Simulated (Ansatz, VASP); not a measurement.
## Cross-check of Sn2TeO between VASP and Ansatz

One calculation is typed for both programs; each brings its own data sets. How far apart do they land? The cell is generated by rule, not measured, and may not be a known phase. The cell is taken from a series of runs on this material, whose earlier steps may have relaxed, scaled, displaced or heated it; both programs get it as it stands.

Program: Ansatz 0.2.0. Level of theory: plane waves, with VASP 6.6.1 beside it; PBEsol. Results are calculated unless marked as measured.

The structure was built from a prototype and need not be the compound's stable phase.

## (1) The starting structure

It takes space group I-42m (No. 121, tetragonal). The conventional cell has a = 6.583 Å, b = 6.583 Å, c = 8.995 Å, α = 90.00°, β = 90.00°, γ = 90.00°. Nearest to Sn lie 1 O at 2.57 Å and 2 Te at 2.77 Å. Nearest to O lie 2 Sn at 2.57 Å. Te has 4 Sn at 2.77 Å nearest. Farther neighbours and most contacts between anions are not listed.

Structure file:

```cif
data_structure
_symmetry_space_group_name_H-M 'P 1'
_symmetry_Int_Tables_number 1
_cell_length_a 6.4724
_cell_length_b 6.4724
_cell_length_c 6.4724
_cell_angle_alpha 118.871
_cell_angle_beta 61.129
_cell_angle_gamma 88.032
_cell_volume 194.88
loop_
_atom_site_label
_atom_site_type_symbol
_atom_site_fract_x
_atom_site_fract_y
_atom_site_fract_z
_atom_site_occupancy
Sn1 Sn 0.41201 0.07913 0.00000 1
Sn2 Sn 0.92087 0.58799 0.00000 1
Sn3 Sn 0.08799 0.91201 0.49114 1
Sn4 Sn 0.57913 0.42087 0.50886 1
O5 O 0.46442 0.53558 0.00000 1
O6 O 0.03558 0.96442 0.00000 1
Te7 Te 0.00000 0.50000 0.50000 1
Te8 Te 0.50000 0.00000 0.50000 1
```

## (2) VASP: single point, PBEsol, pair 1

With cell and atoms fixed, the geometry can't cause a difference; cores, projectors, grids and the points listed under the comparison can.

Lines of VASP's logs that name or quote its potential files are left out, and so is its time.

Contents of INCAR:

```
SYSTEM = Sn2TeO
PREC = Accurate
ENCUT = 600
EDIFF = 1E-06
NELM = 120
ISMEAR = 1
SIGMA = 0.2
LREAL = .FALSE.
ALGO = Normal
GGA = PS
NBANDS = 49
LORBIT = 11
LWAVE = .FALSE.
LCHARG = .FALSE.
ISIF = 2
LASPH = .TRUE.
GGA_COMPAT = .FALSE.
KPAR = 2
```

Contents of POSCAR:

```
Sn2TeO
1.0
    4.6545958854      0.0000000000      4.4974265172
    4.6545958854      0.0000000000     -4.4974265172
    0.0000000000      4.6545958854      4.4974265172
Sn O Te
4 2 2
Direct
    0.4120056504      0.0791301889      1.0000000000
    0.9208698111      0.5879943496      1.0000000000
    0.0879943496      0.9120056504      0.4911358393
    0.5791301889      0.4208698111      0.5088641607
    0.4644240991      0.5355759009      1.0000000000
    0.0355759009      0.9644240991      1.0000000000
    0.0000000000      0.5000000000      0.5000000000
    0.5000000000      1.0000000000      0.5000000000
```

Contents of KPOINTS:

```
Automatic mesh
0
Gamma
8 8 8
0 0 0
```

The projector-augmented-wave data sets are Sn_d, O and Te (PBE family, release 64).

Started as:

```sh
mpirun -np 2 vasp_std
```

Numbers of over 12 decimals in the logs are rounded to 6 here.

The program printed:

```text
[banner, memory and clock lines left out]
running    2 mpi-ranks, on    1 nodes
 distrk:  each k-point on    1 cores,    2 groups
 distr:  one band on    1 cores,    1 groups

 POSCAR found type information on POSCAR SnO Te
 POSCAR found :  3 types and       8 ions
|                                                                             |
|               ----> ADVICE to this user running VASP <----                  |
|                                                                             |
|     You enforced a specific xc type in the INCAR file but a different       |
|     [... a line on the potential file left out ...]
|     I HOPE YOU KNOW WHAT YOU ARE DOING!                                     |
|                                                                             |

 LDA part: xc-table for (Slater+PW92), standard interpolation
 POSCAR, INCAR and KPOINTS ok, starting setup
 FFT: planning ... GRIDC
 FFT: planning ... GRID_SOFT
 FFT: planning ... GRID
 WAVECAR not read
 entering main loop
       N       E                     dE             d eps       ncg     rms          rms(c)
DAV:   1     0.937035622037E+03    0.93704E+03   -0.39537E+04  6217   0.236E+03
DAV:   2     0.135573766865E+03   -0.80146E+03   -0.77552E+03  5790   0.672E+02
DAV:   3    -0.267780425004E+02   -0.16235E+03   -0.15357E+03  6803   0.224E+02
DAV:   4    -0.398177665813E+02   -0.13040E+02   -0.12775E+02  6739   0.636E+01
DAV:   5    -0.402962553780E+02   -0.47849E+00   -0.47734E+00  7035   0.129E+01    0.156E+01
DAV:   6    -0.370069024004E+02    0.32894E+01   -0.32788E+01  9851   0.348E+01    0.161E+01
DAV:   7    -0.350724789630E+02    0.19344E+01   -0.79909E+00  7082   0.121E+01    0.600E+00
DAV:   8    -0.348747957676E+02    0.19768E+00   -0.15877E+00  6237   0.569E+00    0.216E+00
DAV:   9    -0.348931343372E+02   -0.18339E-01   -0.22809E-01  7707   0.192E+00    0.111E+00
DAV:  10    -0.348843302698E+02    0.88041E-02   -0.60055E-02  7890   0.152E+00    0.590E-01
DAV:  11    -0.348826683897E+02    0.16619E-02   -0.17374E-02  7680   0.641E-01    0.257E-01
DAV:  12    -0.348817542326E+02    0.91416E-03   -0.29533E-03  7079   0.280E-01    0.108E-01
DAV:  13    -0.348817824934E+02   -0.28261E-04   -0.77481E-04  6819   0.112E-01    0.298E-02
DAV:  14    -0.348817782119E+02    0.42815E-05   -0.61767E-05  7367   0.302E-02    0.803E-03
DAV:  15    -0.348817768199E+02    0.13920E-05   -0.64157E-06  5762   0.126E-02    0.296E-03
DAV:  16    -0.348817766223E+02    0.19759E-06   -0.10066E-06  3408   0.619E-03
   1 F= -.34881777E+02 E0= -.34885501E+02  d E =0.111720E-01
```

OUTCAR, selected parts (step 2):

```text
ion  position               nearest neighbor table
   1  0.412  0.079  0.000-   6 2.57   7 2.77   8 2.77   3 3.57   4 3.57   3 3.67   4 3.67
   2  0.921  0.588  0.000-   6 2.57   8 2.77   7 2.77   3 3.57   4 3.57   3 3.67   4 3.67
   3  0.088  0.912  0.491-   5 2.57   7 2.77   8 2.77   2 3.57   1 3.57   2 3.67   1 3.67
   4  0.579  0.421  0.509-   5 2.57   7 2.77   8 2.77   1 3.57   2 3.57   2 3.67   1 3.67
   5  0.464  0.536  0.000-   3 2.57   4 2.57
   6  0.036  0.964  0.000-   1 2.57   2 2.57
   7  0.000  0.500  0.500-   2 2.77   4 2.77   1 2.77   3 2.77
   8  0.500  0.000  0.500-   1 2.77   4 2.77   2 2.77   3 2.77

  LATTYP: Found a body centered tetragonal cell.
 ALAT       =     6.5825926285
 C/A-ratio  =     1.3664605334

 Subroutine GETGRP returns: Found  8 space group operations
 (whereof  4 operations were pure point group operations)

The static configuration has the point symmetry C_2v.
 The point group associated with its full space group is D_2d.

 Found     59 irreducible k-points:

   k-points           NKPTS =     59   k-points in BZ     NKDIM =     59   number of bands    NBANDS=     49

   dimension x,y,z NGX =    54 NGY =   54 NGZ =   54
   dimension x,y,z NGXF=   108 NGYF=  108 NGZF=  108

   ENCUT  =  600.0 eV  44.10 Ry    6.64 a.u.  12.93 12.93 12.93*2*pi/ulx,y,z

   NELECT =      80.0000    total number of electrons

 k-points in reciprocal lattice and weights: Automatic mesh
   0.00000000  0.00000000  0.00000000       0.002
   0.12500000  0.00000000  0.00000000       0.016
   0.25000000  0.00000000  0.00000000       0.016
   0.37500000  0.00000000  0.00000000       0.016
   0.50000000  0.00000000  0.00000000       0.008
   0.12500000  0.12500000  0.00000000       0.008
   0.25000000  0.12500000  0.00000000       0.031
   0.37500000  0.12500000  0.00000000       0.031
   0.50000000  0.12500000  0.00000000       0.031
[...]
0.37500000 -0.37500000  0.37500000       0.004
   0.50000000  0.50000000  0.50000000       0.002

 average (electrostatic) potential at core
       1-100.5102       2-100.5102       3-100.5102       4-100.5102       5 -67.8038
       6 -67.8038       7 -88.1836       8 -88.1836

 E-fermi :   6.1472

 k-point     1 :       0.0000    0.0000    0.0000
  band No.  band energies     occupation
    ...
     36       5.0323      2.00000
     37       5.0323      2.00000
     38       5.1347      2.00000
     39       5.9547      2.04154
     40       5.9547      2.04154
     41       7.5931     -0.00000
     42       7.9943     -0.00000
     43       9.2861     -0.00000
     44       9.4282     -0.00000
     45       9.4282     -0.00000
    ...

 k-point     2 :       0.1250    0.0000    0.0000
  band No.  band energies     occupation
    ...
     36       4.8724      2.00000
     37       4.9161      2.00000
     38       5.2181      2.00000
     39       5.8213      2.04343
     40       5.9254      2.06612
     41       7.7363     -0.00000
     42       7.8926     -0.00000
     43       8.8778     -0.00000
     44       9.0276     -0.00000
     45       9.5663     -0.00000
    ...

 k-point     3 :       0.2500    0.0000    0.0000
  band No.  band energies     occupation
    ...
     36       4.6068      2.00000
     37       5.0512      2.00000
     38       5.3116      2.00000
     39       5.6112      2.00100
     40       5.8776      2.06698
     41       7.5846     -0.00000
     42       7.7263     -0.00000
     43       8.3800     -0.00000
     44       8.7342     -0.00000
     45       9.5690     -0.00000
    ...

  Total       -0.0177583     -0.0177583      1.3197148      0.0000000      0.0000000      0.0000000
  in kB       -0.1460007     -0.1460007     10.8500723      0.0000000      0.0000000      0.0000000
  external PRESSURE =       3.5193569 kB  Pullay stress =       0.0000000 kB

  energy-cutoff  :      600.00
  volume of cell :      194.88
      direct lattice vectors                 reciprocal lattice vectors
     4.654595885  0.000000000  4.497426517     0.107420711 -0.107420711  0.111174690
     4.654595885  0.000000000 -4.497426517     0.107420711  0.107420711 -0.111174690
     0.000000000  4.654595885  4.497426517     0.000000000  0.214841422  0.000000000

 POSITION                                       TOTAL-FORCE (eV/Angst)
 -----------------------------------------------------------------------------------
      2.28604      0.00000      1.49708        -0.820056     -0.000000      0.240845
      7.02315      0.00000      1.49708         0.820056      0.000000      0.240845
      4.65460      2.28604     -1.49708         0.000000     -0.820056     -0.240845
      4.65460      2.36856      3.00034         0.000000      0.820056     -0.240845
      4.65460      0.00000     -0.32000         0.000000      0.000000     -0.728182
      4.65460      0.00000     -4.17743         0.000000      0.000000      0.728182
      2.32730      2.32730      0.00000         0.000000      0.000000     -0.000000
      2.32730      2.32730      4.49743         0.000000      0.000000     -0.000000
 -----------------------------------------------------------------------------------
    total drift:                                0.000000     -0.000003      0.000002

  FREE ENERGIE OF THE ION-ELECTRON SYSTEM (eV)
  ---------------------------------------------------
  free  energy   TOTEN  =       -34.8817766223 eV

  energy  without entropy=      -34.8929486400  energy(sigma->0) =      -34.88550063

 total charge
# of ion       s       p       d       tot
------------------------------------------
    1        1.313   0.807   9.996  12.117
    2        1.313   0.807   9.996  12.117
    3        1.313   0.807   9.996  12.117
    4        1.313   0.807   9.996  12.117
    5        1.579   3.191   0.000   4.770
    6        1.579   3.191   0.000   4.770
    7        1.395   2.035   0.052   3.482
    8        1.395   2.035   0.052   3.482
--------------------------------------------------
tot         11.199  13.682  40.088  64.969

[... 3 further parts left out ...]
```

The run ends at a pressure of 0.35 GPa, with forces up to 0.85 eV/Å.

## (3) Ansatz: single point, PBEsol, pair 1

Ansatz runs on its default PAW (the set named soft_2) files.

The same cell, functional, mesh and smearing now go to Ansatz, which takes its cutoff from its data sets.

Contents of input.yaml:

```yaml
crystal:
  lattice:
    - [4.6545958854, 0.0, 4.4974265172]
    - [4.6545958854, 0.0, -4.4974265172]
    - [0.0, 4.6545958854, 4.4974265172]
  atoms:
    - { symbol: Sn, position: [0.4120056504, 0.0791301889, 0.0] }
    - { symbol: Sn, position: [0.9208698111, 0.5879943496, 0.0] }
    - { symbol: Sn, position: [0.0879943496, 0.9120056504, 0.4911358393] }
    - { symbol: Sn, position: [0.5791301889, 0.4208698111, 0.5088641607] }
    - { symbol: O, position: [0.4644240991, 0.5355759009, 0.0] }
    - { symbol: O, position: [0.0355759009, -0.0355759009, 0.0] }
    - { symbol: Te, position: [0.0, 0.5, 0.5] }
    - { symbol: Te, position: [0.5, 0.0, 0.5] }
kpoints:
  mp_grid: { grid: [8, 8, 8] }
hamiltonian:
  xc: pbesol
scf:
  occupations: { method: methfessel_paxton, width: 0.2 }
output:
  forces: true
  stress: true
  eigenvalues: true
  write_density: true
  write_potential: true
  elf: true
  volumetric_format: npy
```

Started as:

```sh
ansatz run input.yaml --threads 4 --pin off --max-ram 14336MiB --backend cpu --events-out ev --progress --plain --runs-dir out
```

The program printed:

```text
Engine: ansatz 0.2.0, aarch64-unknown-linux-gnu
Pseudopotentials: kind: paw
Pseudopotential: Sn, paw, valence charge 14, recommended cutoff 420 eV (normal), Sn.paw.azcp
Pseudopotential: O, paw, valence charge 6, recommended cutoff 420 eV (normal), O.paw.azcp
Pseudopotential: Te, paw, valence charge 16, recommended cutoff 420 eV (normal), Te.paw.azcp
Functional definition: PBEsol
  exchange = pbesol_x
  correlation = pbesol_c
Crystal: 8 atoms, lattice volume = 194.876 Å³
Basis set: ecut = 420 eV, 3775 PW (Γ), exchange–correlation on 90×90×90 points (8 copies of the dense FFT grid, shifted against one another)
Bands: 60, of which v1, the nominal top of the filled ones, is band 50 counted from 1 (49 counted from 0)
Symmetry: 8 space group operations
Space group: I-42m (ITA 121), of the structure as read, at distance tolerance 5.8e-5 Å
k-points: 59 of 512 (time reversal used)
Non-local potential: Sn, projectors of the file, l = 0: 2, l = 1: 2, l = 2: 2, l = 3: 2
Non-local potential: O, projectors of the file, l = 0: 2, l = 1: 2, l = 2: 1
Non-local potential: Te, projectors of the file, l = 0: 2, l = 1: 2, l = 2: 2, l = 3: 2
PAW form: soft (Blöchl's): semilocal exchange-correlation on the pseudo side does not see the compensation charge
PAW frozen core: Sn, regenerated for the run's functional, and the local potential with it (the file was generated under x = pbe(κ = 0.804, μ = 0.219515), c = pbe(β = 0.066725))
PAW frozen core: O, regenerated for the run's functional, and the local potential with it (the file was generated under x = pbe(κ = 0.804, μ = 0.219515), c = pbe(β = 0.066725))
PAW frozen core: Te, regenerated for the run's functional, and the local potential with it (the file was generated under x = pbe(κ = 0.804, μ = 0.219515), c = pbe(β = 0.066725))
PAW one-centre angular grid: Sn, 590 points (default); XC on 64 Gauss nodes
PAW one-centre angular grid: O, 110 points (default); XC on 64 Gauss nodes
PAW one-centre angular grid: Te, 590 points (default); XC on 64 Gauss nodes
Initial density: superposition of atomic densities (neutral atoms: chi_scale 0, normalization atom), corrected by the library's trained network
Initial wavefunctions: pseudopotential atomic-orbital guess
Functional: x = pbesol(κ = 0.804, μ = 0.123457), c = pbesol(β = 0.046)
SCF iter   1: F=—  HF=-38719.108461 eV  |F-HF|=—  |Δ(HF+E_count)|=         —  Δρ=9.54e-3  dr2=1.70e-1  ethr=1.77e-3  ⟨swp⟩=8.5  Hψ=14607  notcnv=0
preconditioner: auto → Kerker (q_TF=auto, 2.441 Å⁻¹)  [metal: Δε(μ)=0.137 eV  Ē_g=16.280 eV  σ=0.200 eV  W_gap=0.48  n_scr=58 (ndim 8)  ℏωp=23.8 eV  f_vac=0.002  D(μ)=1.43/eV (n_scr^D=0)]
SCF iter   2: F=—  HF=-38719.081956 eV  |F-HF|=—  |Δ(HF+E_count)|=   2.65e-2  S|Δr|=    0.00e0  Δρ=4.28e-3  dr2=3.84e-2  ethr=1.70e-4  ⟨swp⟩=1.1  Hψ=4079  notcnv=0  defer=1
SCF iter   3: F=—  HF=-38719.076063 eV  |F-HF|=—  |Δ(HF+E_count)|=   5.89e-3  S|Δr|=    0.00e0  Δρ=6.42e-4  dr2=1.67e-3  ethr=3.84e-5  ⟨swp⟩=2.0  Hψ=4536  notcnv=0  defer=1
SCF iter   4: F=—  HF=-38719.075824 eV  |F-HF|=—  |Δ(HF+E_count)|=   2.39e-4  S|Δr|=    0.00e0  Δρ=3.37e-4  dr2=4.02e-4  ethr=1.67e-6  ⟨swp⟩=2.0  Hψ=5692  notcnv=0  defer=1
SCF iter   5: F=—  HF=-38719.075673 eV  |F-HF|=—  |Δ(HF+E_count)|=   1.52e-4  S|Δr|=    0.00e0  Δρ=1.29e-4  dr2=8.46e-5  ethr=4.02e-7  ⟨swp⟩=2.0  Hψ=5661  notcnv=0  defer=1
SCF iter   6: F=—  HF=-38719.075704 eV  |F-HF|=—  |Δ(HF+E_count)|=   3.18e-5  S|Δr|=    0.00e0  Δρ=4.93e-5  dr2=1.02e-5  ethr=8.46e-8  ⟨swp⟩=3.0  Hψ=6373  notcnv=0  defer=1
SCF iter   7: F=—  HF=-38719.075703 eV  |F-HF|=—  |Δ(HF+E_count)|=   1.73e-6  S|Δr|=    0.00e0  Δρ=1.32e-5  dr2=5.65e-7  ethr=1.02e-8  ⟨swp⟩=2.0  Hψ=6257  notcnv=0  defer=1
SCF iter   8: F=—  HF=-38719.075703 eV  |F-HF|=—  |Δ(HF+E_count)|=   1.41e-7  S|Δr|=    0.00e0  Δρ=5.90e-6  dr2=1.26e-7  ethr=1.00e-10  ⟨swp⟩=16.0  Hψ=29642  notcnv=0
SCF iter   9: F=-38719.075703 eV  HF=-38719.075703 eV  |F-HF|=4.15e-9  |Δ(HF+E_count)|=   1.05e-8  S|Δr|=    0.00e0  Δρ=1.69e-6  dr2=1.20e-8  ethr=1.00e-10  ⟨swp⟩=9.6  Hψ=22362  notcnv=0
SCF 1 converged in 9 iterations: F = -38719.075703 eV  dr2 = 1.20e-8
  greatest PAW one-centre occupation: 0.998 electrons in one spin orbital (limit 2), on the Te atom at site 6 (counted from 0), in its partial waves of l = 2
SCF converged after 9 iterations
Stability not checked: this state was not tested for a lower state beside it, because cold or Methfessel-Paxton smearing, or corrected tetrahedra, fill the levels in a way that the test cannot read (fill_not_monotonic; see scf.lower_state_search)
Free energy (F): -38719.075703 eV
Harris-Foulkes:  -38719.075703 eV  (|F-HF|=4.15e-9)
Internal energy: -38719.087151 eV  (E = F + TS)
E sigma→0 (E₀):  -38719.078565 eV
Entropy (-TS):   0.011449 eV (1.431 meV/atom)
Fermi energy:    8.905786 eV
--- Per-component energies (eV) ---
  E_band       = -912.735240
  E_kinetic    = 1448.377331
  E_local      = -6796.545306  (includes V_loc(G=0)·N_el)
  E_nonlocal   = -641.556191
  E_hartree    = 4046.950013
  E_xc         = -1910.047859
  E_vxc        = -782.656996  (∫ρ·V_xc dr)
  E_paw        = -25723.892713  (= ΣΔE_a)
  E_vpaw       = -2234.261240  (= ΣTr[D̂ρ^β])
  E_aug_tail   = 0.004169  (compensation charges beyond the density's cutoff)
  E_ewald      = -9144.336161
  E_core_change = 1.959565  (= ΣΔE_core)
  E_smearing   = 0.011449  (= −TS)
  E_closure    = -0.000000  (closes the sum)
  Σ components = -38719.075703   (vs F -38719.075703, Δ=0.00e0)
--- Forces (eV/Å), atoms counted from 1 ---
  atom   1  Sn    -0.82758912     0.00000000     0.21991912
  atom   2  Sn     0.82758912     0.00000000     0.21991912
  atom   3  Sn     0.00000000    -0.82758912    -0.21991912
  atom   4  Sn     0.00000000     0.82758912    -0.21991912
  atom   5  O      0.00000000     0.00000000    -0.73871230
  atom   6  O      0.00000000     0.00000000     0.73871230
  atom   7  Te    -0.00000000    -0.00000000    -0.00000000
  atom   8  Te    -0.00000000     0.00000000     0.00000000
  max |Σ_I F_I| component: 1.13e-16 eV/Å
--- Stress (GPa, compression-positive) ---
       -0.032272       0.000000       0.000000
        0.000000      -0.032272       0.000000
        0.000000       0.000000       1.065900
  P = ⅓ Tr σ = 0.3338 GPa (3.338 kbar)
--- Band table (eV; the first three rows and the last of 59) ---
  k-point 0: bands = [... 46 lower, 7.7977, 7.8955, 8.7166, 8.7166, 10.3734, 10.7559, 12.0611, 12.1855, ... 6 higher]
  k-point 1: bands = [... 46 lower, 7.6582, 7.9444, 8.4719, 8.6268, 10.7181, 10.8151, 11.3987, 12.1286, ... 6 higher]
  k-point 2: bands = [... 46 lower, 7.7513, 7.9607, 8.1935, 8.2978, 10.3896, 10.9432, 11.4391, 11.7957, ... 6 higher]
  k-point 58: bands = [... 46 lower, 7.9574, 7.9947, 8.5848, 8.8772, 8.8772, 9.2861, 9.5892, 9.6536, ... 6 higher]
```

The run ends at a pressure of 0.33 GPa, with forces up to 0.86 eV/Å.

## (4) Differences

Known differences besides the potentials themselves: the data sets hold 100 valence electrons in Ansatz (on its default PAW (the set named soft_2) files) and 80 in VASP; the cutoff is 420 eV in Ansatz and 600 eV in VASP; Ansatz makes its cores anew for this functional, VASP keeps those of its PBE data sets. Total energies have different zeros and are not compared.

Both answers:

```csv
quantity,Ansatz,VASP,difference
pressure (GPa),0.33,0.35,-0.02
```

Forces (eV/Å; atoms numbered as in POSCAR):

```csv
atom,"Ansatz x, y, z","VASP x, y, z"
Sn1,"-0.828, 0.000, 0.220","-0.820, 0.000, 0.241"
Sn2,"0.828, 0.000, 0.220","0.820, 0.000, 0.241"
Sn3,"0.000, -0.828, -0.220","0.000, -0.820, -0.241"
Sn4,"0.000, 0.828, -0.220","0.000, 0.820, -0.241"
O5,"0.000, 0.000, -0.739","0.000, 0.000, -0.728"
O6,"0.000, 0.000, 0.739","0.000, 0.000, 0.728"
Te7,"0.000, 0.000, 0.000","0.000, 0.000, 0.000"
Te8,"0.000, 0.000, 0.000","0.000, 0.000, 0.000"
```

The forces differ by 9.6 meV/Å r.m.s., which is 2.4 % of the r.m.s. force of 0.407 eV/Å (both taken over all components).

[end of part 1 of 2]

[Lines on the potential files, build, host, timing and source positions are cut from VASP's logs without a mark.]

[Logs are printed without paths, hosts, clocks, repeated set-up lines and the standing remarks that a program may print on its own settings, such as how far it seeks lower states.]

[Hosts, paths, dates, database ids (printed as entryN), source tags and the programs' standing remarks are cut or masked in the printed files.]
